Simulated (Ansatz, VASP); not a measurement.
# TiAl3 in two plane-wave programs

Aim: how closely do two programs agree when they are given the same cell, functional and k mesh? The structure shown is the end of the Ansatz relaxation below.

Main program and level: Ansatz 0.2.0; plane waves, with VASP 6.6.1 beside it; single point at LDA.

### Step 1. The structure

The structure is tetragonal, space group I4/mmm (No. 139). Conventional cell: a = 3.826 Å, b = 3.826 Å, c = 8.604 Å, α = 90.00°, β = 90.00°, γ = 90.00°. Nearest to Al lie 4 Ti at 2.71 Å and 8 Al at 2.88 Å. Nearest to Al lie 8 Al at 2.71 to 2.88 Å and 4 Ti at 2.88 Å. Nearest to Ti lie 12 Al at 2.71 to 2.88 Å. Farther neighbours are not listed.

### Step 2. Ansatz: relaxation, LDA

Ansatz runs on its PAW soft_1 files.

This run makes the geometry at which the two programs are then compared.

input.yaml reads:

```yaml
crystal:
  lattice:
    - [-1.9135169974, 1.9135169974, 4.3002746368]
    - [1.9135169974, -1.9135169974, 4.3002746368]
    - [1.9135169974, 1.9135169974, -4.3002746368]
  atoms:
    - { symbol: Al, position: [0.5, 0.5, 0.0] }
    - { symbol: Al, position: [0.75, 0.25, 0.5] }
    - { symbol: Al, position: [0.25, 0.75, 0.5] }
    - { symbol: Ti, position: [0.0, 0.0, 0.0] }
kpoints:
  mp_grid: { grid: [16, 16, 16] }
hamiltonian:
  xc: lda
  pseudopotentials: { kind: paw, azcp: { folder: soft_1 }, xc_functional: pbe }
scf:
  occupations: { method: methfessel_paxton, width: 0.2 }
output:
  forces: true
  stress: true
  eigenvalues: true
relax:
  adjacent_minimum: "off"
  f_tol: 0.001
  max_steps: 60
  cell: { stress_tol: 0.01, fix: [volume] }
```

The run is started by

```console
$ ansatz run input.yaml --threads 4 --pin off --max-ram 16384MiB --backend cpu --events-out ev --progress --plain --runs-dir out
```

Numbers of over 12 decimals in the logs are rounded to 6 here.

Log:

```text
Engine: ansatz 0.2.0, x86_64-unknown-linux-gnu
Pseudopotentials: kind: paw
Pseudopotential: Al, paw, valence charge 3, recommended cutoff 420 eV (normal), soft_1/Al.paw.azcp
Pseudopotential: Ti, paw, valence charge 12, recommended cutoff 420 eV (normal), soft_1/Ti.paw.azcp
Functional definition: SPW92
  exchange = slater_x
  correlation = pw_c
Crystal: 4 atoms, lattice volume = 62.983 Å³
Basis set: ecut = 420 eV, 1227 PW (Γ)
Bands: 15, of which v1, the nominal top of the filled ones, is band 11 counted from 1 (10 counted from 0)
Symmetry: 16 space group operations
Space group: I4/mmm (ITA 139), of the structure as read, at distance tolerance 4.0e-5 Å
k-points: 349 of 4096
Non-local potential: Al, projectors of the file, l = 0: 2, l = 1: 2, l = 2: 1
Non-local potential: Ti, projectors of the file, l = 0: 3, l = 1: 2, l = 2: 3, l = 3: 1
PAW form: soft (Blöchl's): semilocal exchange-correlation on the pseudo side does not see the compensation charge
PAW frozen core: Al, regenerated for the run's functional, and the local potential with it (the file was generated under x = pbe(κ = 0.804, μ = 0.219515), c = pbe(β = 0.066725))
PAW frozen core: Ti, regenerated for the run's functional, and the local potential with it (the file was generated under x = pbe(κ = 0.804, μ = 0.219515), c = pbe(β = 0.066725))
PAW one-centre angular grid: Al, 110 points (default); XC on 64 Gauss nodes
PAW one-centre angular grid: Ti, 590 points (default); XC on 64 Gauss nodes
Initial density: superposition of atomic densities (chi_scale 0.1, normalization cell, long waves kept (reshape's long-wave potential 0.00 eV rms))
Initial wavefunctions: pseudopotential atomic-orbital guess
Functional: x = slater, c = lda
SCF iter   1: F=—  HF=-3990.937666 eV  |F-HF|=—  |Δ(HF+E_count)|=         —  Δρ=2.81e-2  dr2=6.29e-1  ethr=3.10e-3  ⟨swp⟩=5.1  Hψ=26564  notcnv=0
preconditioner: auto → Kerker (q_TF=auto, 2.272 Å⁻¹)  [metal: Δε(μ)=0.008 eV  Ē_g=5.491 eV  σ=0.200 eV  W_gap=0.04  n_scr=10 (ndim 8)  ℏωp=16.9 eV  f_vac=0.000  D(μ)=1.67/eV (n_scr^D=10)]
SCF iter   2: F=—  HF=-3990.720154 eV  |F-HF|=—  |Δ(HF+E_count)|=   2.18e-1  S|Δr|=    0.00e0  Δρ=1.76e-2  dr2=2.78e-1  ethr=3.00e-3  ⟨swp⟩=2.0  Hψ=9211  notcnv=0
SCF iter   3: F=—  HF=-3990.579553 eV  |F-HF|=—  |Δ(HF+E_count)|=   1.41e-1  S|Δr|=    0.00e0  Δρ=1.92e-3  dr2=2.10e-3  ethr=1.32e-3  ⟨swp⟩=2.5  Hψ=8610  notcnv=0
SCF iter   4: F=—  HF=-3990.578645 eV  |F-HF|=—  |Δ(HF+E_count)|=   9.08e-4  S|Δr|=    0.00e0  Δρ=5.35e-4  dr2=1.36e-4  ethr=1.00e-5  ⟨swp⟩=2.7  Hψ=8498  notcnv=0
SCF iter   5: F=—  HF=-3990.578589 eV  |F-HF|=—  |Δ(HF+E_count)|=   5.56e-5  S|Δr|=    0.00e0  Δρ=8.38e-5  dr2=6.25e-6  ethr=6.46e-7  ⟨swp⟩=2.0  Hψ=7380  notcnv=0
SCF iter   6: F=—  HF=-3990.578587 eV  |F-HF|=—  |Δ(HF+E_count)|=   2.57e-6  S|Δr|=    0.00e0  Δρ=1.32e-5  dr2=8.99e-8  ethr=4.76e-10  ⟨swp⟩=3.4  Hψ=21511  notcnv=0
SCF iter   7: F=-3990.578587 eV  HF=-3990.578587 eV  |F-HF|=2.20e-9  |Δ(HF+E_count)|=   1.99e-8  S|Δr|=    0.00e0  Δρ=2.58e-6  dr2=3.69e-9  ethr=4.28e-10  ⟨swp⟩=2.0  Hψ=18751  notcnv=0
the search or the solves at the SCF's close seem to have found levels that the self-consistency loop had missed (the run counts 2). By its estimate they hold under 1e-12 electrons; where the run keeps them, the occupations were computed again with them
SCF 1 converged in 7 iterations: F = -3990.578587 eV  dr2 = 3.69e-9
  greatest PAW one-centre occupation: 0.998 electrons in one spin orbital (limit 2), on the Ti atom at site 3 (counted from 0), in its partial waves of l = 0
relax step   1: F+E_penalty+E_count = -3990.57858686 eV  Δ(F+E_penalty+E_count) = +0.000e0 eV  max|allowed force component| = 5.204e-18 eV/Å  Δτ_max = 0.0000 Å  P = -4.230 GPa  Ω = 62.983 Å³  fix = [volume]  reactions: volume -4.230 GPa  (7 SCF iters, dr2 threshold 1.00e-7 eV, accepted)
[...]
relax step   2: F+E_penalty+E_count = -3990.57859492 eV  Δ(F+E_penalty+E_count) = -8.065e-6 eV  max|allowed force component| = 5.204e-18 eV/Å  Δτ_max = 0.0000 Å  P = -4.226 GPa  Ω = 62.983 Å³  energy of the carried Pulay correction = -2.297e-7 eV  fix = [volume]  reactions: volume -4.226 GPa  (4 SCF iters, dr2 threshold 1.59e-8 eV, accepted)
[...]
relax step   3: F+E_penalty+E_count = -3990.57859713 eV  Δ(F+E_penalty+E_count) = -2.202e-6 eV  max|allowed force component| = 1.908e-17 eV/Å  Δτ_max = 0.0000 Å  P = -4.227 GPa  Ω = 62.983 Å³  energy of the carried Pulay correction = -1.582e-7 eV  fix = [volume]  reactions: volume -4.227 GPa  (4 SCF iters, dr2 threshold 3.24e-9 eV, accepted)
[...]
relax step   4: F+E_penalty+E_count = -3990.57859726 eV  Δ(F+E_penalty+E_count) = -1.380e-7 eV  max|allowed force component| = 1.908e-17 eV/Å  Δτ_max = 0.0000 Å  P = -4.227 GPa  Ω = 62.983 Å³  fix = [volume]  reactions: volume -4.227 GPa  stress off target by 1.70e-4 GPa on what of the cell is left free  SCF on the basis re-selected at this cell (its energy is not comparable with the rows above)  (4 SCF iters)
basis re-selected at this cell: Δ(F+E_penalty+E_count) = -1.380e-7 eV, ΔP = -0.000 GPa vs the last step (what re-selecting the basis moved, of the pressure what is left beyond the Pulay correction that the steps carried, after the strain that the cell walked since its last selection, with what the two solves' SCF thresholds leave and, on support functions, any second-order correction that the steps lacked; it is no m [...]
SCF converged after 4 iterations
Stability not checked: this state was not tested for a lower state beside it, because cold or Methfessel-Paxton smearing, or corrected tetrahedra, fill the levels in a way that the test cannot read (fill_not_monotonic; see scf.lower_state_search)
Free energy (F): -3990.578597 eV
Harris-Foulkes:  -3990.578597 eV  (|F-HF|=4.55e-13)
Internal energy: -3990.579838 eV  (E = F + TS)
E sigma→0 (E₀):  -3990.578908 eV
Entropy (-TS):   0.001241 eV (0.310 meV/atom)
Fermi energy:    9.341105 eV
--- Per-component energies (eV) ---
  E_band       = -154.430282
  E_kinetic    = 350.645406
  E_local      = -1256.245084  (includes V_loc(G=0)·N_el)
  E_nonlocal   = 98.340651
  E_hartree    = 537.171636
  E_xc         = -228.477846
  E_vxc        = -234.962883  (∫ρ·V_xc dr)
  E_paw        = -2330.079829  (= ΣΔE_a)
  E_vpaw       = -186.551546  (= ΣTr[D̂ρ^β])
  E_aug_tail   = -0.000096  (compensation charges beyond the density's cutoff)
  E_ewald      = -1162.427776
  E_core_change = 0.493100  (= ΣΔE_core)
  E_smearing   = 0.001241  (= −TS)
  E_closure    = -0.000000  (closes the sum)
  Σ components = -3990.578597   (vs F -3990.578597, Δ=0.00e0)
--- Forces (eV/Å), atoms counted from 1 ---
  atom   1  Al     0.00000000     0.00000000    -0.00000000
  atom   2  Al     0.00000000     0.00000000     0.00000000
  atom   3  Al    -0.00000000     0.00000000    -0.00000000
  atom   4  Ti    -0.00000000    -0.00000000     0.00000000
  max |Σ_I F_I| component: 6.94e-18 eV/Å
--- Stress (GPa, compression-positive) ---
       -4.227202       0.000000       0.000000
        0.000000      -4.227202      -0.000000
        0.000000       0.000000      -4.226947
  P = ⅓ Tr σ = -4.2271 GPa (-42.271 kbar)
--- Band table (eV; the first three rows and the last of 349) ---
  k-point 0: bands = [... 7 lower, 7.9525, 8.1448, 8.1448, 10.1755, 11.1298, 11.1298, 11.6495, 11.7097]
  k-point 1: bands = [... 7 lower, 7.8680, 7.8837, 8.1449, 9.8053, 11.2111, 11.2384, 11.4789, 11.9512]
  k-point 2: bands = [... 7 lower, 7.3055, 7.6589, 8.1415, 9.0507, 11.2763, 11.3807, 11.3830, 12.3014]
  k-point 348: bands = [... 7 lower, 8.4794, 8.4794, 9.1174, 10.0375, 10.0375, 10.2894, 12.4220, 13.9726]
--- Relaxed structure (3 steps of the walk, 3 accepted, 1 SCFs on fresh bases) ---
  F+E_penalty+E_count = -3990.57859726 eV   max|allowed force component| = 1.908e-17 eV/Å   (the final SCF, on the basis selected at the relaxed cell)
  cell:  # Å, volume = 62.9826 Å³
    - [-1.913092, 1.913092, 4.302185]
    - [1.913092, -1.913092, 4.302185]
    - [1.913092, 1.913092, -4.302185]
  atoms:
    - { symbol: Al, position: [0.5, 0.5, 0] }
    - { symbol: Al, position: [0.75, 0.250000, 0.5] }
    - { symbol: Al, position: [0.250000, 0.75, 0.5] }
    - { symbol: Ti, position: [0, 0, 0] }
```

### Step 3. VASP: single point, LDA, pair 1

The same cell, functional (in two slightly different forms), mesh and smearing now go to VASP, with its own data sets.

Lines of VASP's logs that name or quote its potential files are left out, and so is its time.

INCAR reads:

```
SYSTEM = TiAl3
PREC = Accurate
ENCUT = 500
EDIFF = 1E-06
NELM = 120
ISMEAR = 1
SIGMA = 0.2
LREAL = .FALSE.
ALGO = Normal
GGA = CA
NBANDS = 16
LASPH = .TRUE.
LORBIT = 11
LWAVE = .FALSE.
LCHARG = .FALSE.
ISIF = 2
GGA_COMPAT = .FALSE.
KPAR = 2
```

POSCAR reads:

```
TiAl3
1.0
   -1.9130922141      1.9130922141      4.3021845162
    1.9130922141     -1.9130922141      4.3021845162
    1.9130922141      1.9130922141     -4.3021845162
Al Ti
3 1
Direct
    0.5000000000      0.5000000000      0.0000000000
    0.7500000000      0.2500000000      0.5000000000
    0.2500000000      0.7500000000      0.5000000000
    0.0000000000      0.0000000000      0.0000000000
```

KPOINTS reads:

```
Automatic mesh
0
Gamma
16 16 16
0 0 0
```

PAW data sets: Al and Ti_sv (LDA family, release 64).

The run is started by

```console
$ mpirun -np 2 vasp_std
```

Log:

```text
[banner, memory and clock lines left out]
running    2 mpi-ranks, on    1 nodes
 distrk:  each k-point on    1 cores,    2 groups
 distr:  one band on    1 cores,    1 groups

 POSCAR found type information on POSCAR AlTi
 POSCAR found :  2 types and       4 ions
 LDA part: xc-table for (Slater(with rela. corr.)+CA(PZ))
 , standard interpolation
 POSCAR, INCAR and KPOINTS ok, starting setup
 FFT: planning ... GRIDC
 FFT: planning ... GRID_SOFT
 FFT: planning ... GRID
 WAVECAR not read
 entering main loop
       N       E                     dE             d eps       ncg     rms          rms(c)
DAV:   1     0.112030259005E+03    0.11203E+03   -0.91727E+03 11168   0.117E+03
DAV:   2    -0.165750983744E+02   -0.12861E+03   -0.12664E+03 11600   0.303E+02
DAV:   3    -0.245801550823E+02   -0.80051E+01   -0.78710E+01 19104   0.674E+01
DAV:   4    -0.247503938281E+02   -0.17024E+00   -0.17011E+00 12664   0.983E+00
DAV:   5    -0.247570872030E+02   -0.66934E-02   -0.66931E-02 18632   0.181E+00    0.108E+01
DAV:   6    -0.236100483983E+02    0.11470E+01   -0.28418E+01 16920   0.386E+01    0.690E+00
DAV:   7    -0.228508927233E+02    0.75916E+00   -0.94518E+00 14800   0.223E+01    0.299E+00
DAV:   8    -0.228112369806E+02    0.39656E-01   -0.13832E+00 14432   0.900E+00    0.168E+00
DAV:   9    -0.227641889697E+02    0.47048E-01   -0.40376E-01 15216   0.490E+00    0.223E-01
DAV:  10    -0.227658150677E+02   -0.16261E-02   -0.95166E-03 14096   0.721E-01    0.281E-01
DAV:  11    -0.227642189794E+02    0.15961E-02   -0.84849E-03 16392   0.601E-01    0.440E-02
DAV:  12    -0.227642162934E+02    0.26860E-05   -0.20219E-04 14656   0.107E-01    0.299E-02
DAV:  13    -0.227642165687E+02   -0.27531E-06   -0.34355E-06 13520   0.143E-02
   1 F= -.22764217E+02 E0= -.22764630E+02  d E =0.124074E-02
```

(Continued in part 2 of 2.)

[Lines on the potential files, build, host, timing and source positions are cut from VASP's logs without a mark.]

[Logs are printed without paths, hosts, clocks, repeated set-up lines and the standing remarks that a program may print on its own settings, such as how far it seeks lower states.]

[Hosts, paths, dates, database ids (printed as entryN), source tags and the programs' standing remarks are cut or masked in the printed files.]
